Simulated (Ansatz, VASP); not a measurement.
## LiAg4: VASP beside Ansatz

INCAR

```
SYSTEM = LiAg4
ALGO = Normal
EDIFF = 1E-6
EDIFFG = -0.04
ENCUT = 600
GGA = PE
IBRION = 2
ISIF = 3
ISMEAR = 0
LASPH = .True.
LCHARG = .False.
LREAL = .False.
LWAVE = .False.
NELM = 80
NSW = 90
PREC = Accurate
SIGMA = 0.1
```

KPOINTS

```
k-points
0
Gamma
  4 4 4
  0 0 0
```

POSCAR

```
LiAg4
1.0
    4.6124238000      0.0000000000      0.0000000000
    0.0000000000      4.6124238000      0.0000000000
    0.0000000000      0.0000000000      4.6124238000
Li Ag
1 4
Direct
    0.0000000000      0.0000000000      0.0000000000
    0.0000000000      0.5000000000      0.5000000000
    0.5000000000      0.0000000000      0.5000000000
    0.5000000000      0.5000000000      0.0000000000
    0.5000000000      0.5000000000      0.5000000000
```

Input for Ansatz:

```yaml
crystal:
  lattice:
    - [4.6124238, 0.0, 0.0]
    - [0.0, 4.6124238, 0.0]
    - [0.0, 0.0, 4.6124238]
  atoms:
    - { symbol: Li, position: [0.0, 0.0, 0.0] }
    - { symbol: Ag, position: [0.0, 0.5, 0.5] }
    - { symbol: Ag, position: [0.5, 0.0, 0.5] }
    - { symbol: Ag, position: [0.5, 0.5, 0.0] }
    - { symbol: Ag, position: [0.5, 0.5, 0.5] }
basis:
  ecutwfc: 420
kpoints:
  mp_grid: { grid: [4, 4, 4] }
hamiltonian:
  xc: pbe
scf:
  occupations: { method: gaussian, width: 0.1 }
  lower_state_search: "off"
output:
  forces: true
  stress: true
  eigenvalues: true
relax:
  adjacent_minimum: "off"
  f_tol: 0.04
  max_steps: 70
  cell: { stress_tol: 0.4 }
```

Alike in both runs: task relaxation of cell and atoms; functional PBE; k mesh 4 × 4 × 4; occupations gaussian, width 0.1 eV; no spin polarisation.

|  | VASP | Ansatz |
| --- | --- | --- |
| version | VASP 6.6.1 | Ansatz 0.2.0 |
| potentials or method | VASP PAW PBE potentials, release 64 (Li_sv, Ag) | scalar-relativistic, plane waves, PAW |
| plane-wave cutoff (eV) | 600 | 420 |
| valence electrons in the cell | 47 | 79 |

Ansatz gave:

| Property | Result |
| --- | --- |
| gap on the k mesh at the Fermi level, each at its own relaxed structure (eV) | none |
| relaxed volume (Å³/atom) | 27.40 |
| relaxed cell length with the largest relative difference (Å) | 5.155 |
| energy change over the relaxation (meV/atom) | -499 |

Question: What did VASP give for the same quantities?

Answer: gap on the k mesh at the Fermi level, each at its own relaxed structure (eV): none; relaxed volume (Å³/atom): 27.53; relaxed cell length with the largest relative difference (Å): 5.163; energy change over the relaxation (meV/atom): -487.

A gap of «none» marks a metal or a gap that the smearing closes. The two sets of potentials don't hold the same shells in valence.

Caveats: the cutoff is under 1.25 times the usual one of these potentials, so pressure, stress and relaxed cells hold a basis-set (Pulay) error (VASP); the volume moved by over 15 % at a fixed basis, so the end points are rough (VASP).
